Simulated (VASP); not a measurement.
An input for Ansatz (written as the equivalent of a VASP run, and not itself run):

Ansatz 0.2 input:
```yaml
crystal:
  lattice:
    - [0.0000000, 1.9517868, 1.9517868]
    - [1.9517868, 0.0000000, 1.9517868]
    - [1.9517868, 1.9517868, 0.0000000]
  atoms:
    - { symbol: Li, position: [0.0000000, 0.0000000, 0.0000000] }
    - { symbol: H, position: [0.5000000, 0.5000000, 0.5000000] }
kpoints:
  mp_grid: { grid: [11, 11, 11] }
hamiltonian:
  xc: r2scan
  dispersion: rvv10
  pseudopotentials: { kind: paw }
scf:
  occupations: { method: gaussian, width: 0.05 }
  max_iter: 100
output: { forces: true, stress: true, eigenvalues: true }
```

Question: Translate this input to VASP (INCAR, KPOINTS, POSCAR, choice of POTCAR).

Answer: This is not unique; one that fits is 
### INCAR
```
# general
SYSTEM   = LiH
PREC     = Accurate
ENCUT    = 520
LREAL    = .FALSE.
LASPH    = .TRUE.

# electronic loop
EDIFF    = 1E-7
NELM     = 100
ALGO     = Normal
LMIXTAU  = .TRUE.

# smearing
ISMEAR   = 0
SIGMA    = 0.05

# functional
METAGGA  = R2SCAN
LUSE_VDW = .TRUE.
BPARAM   = 11.95
CPARAM   = 0.0093

# ions
ISIF     = 2

# output
LWAVE    = .FALSE.
LCHARG   = .FALSE.
```

File POSCAR:
```
LiH
1
    0.0000000000     1.9517867624     1.9517867624
    1.9517867624     0.0000000000     1.9517867624
    1.9517867624     1.9517867624     0.0000000000
Li H
1 1
Direct
  0.0000000000   0.0000000000   0.0000000000
  0.5000000000   0.5000000000   0.5000000000
```

File KPOINTS:
```
Automatic mesh
0
Gamma
11 11 11
0 0 0
```

POTCAR, in this order: Li_sv H (PBE.64 set). Program: vasp_std.

Limits of the translation: each code has its own PAW files, so the cut-off isn't converted (ENCUT is set for VASP's; basis.ecutwfc is left out, and Ansatz then takes the one that its files recommend); Ansatz stops its SCF on the density residual and VASP on the energy change (EDIFF).

The compound is LiH in the rock salt structure. This cell is one point of a volume scan, at 0.94 of the reference volume.
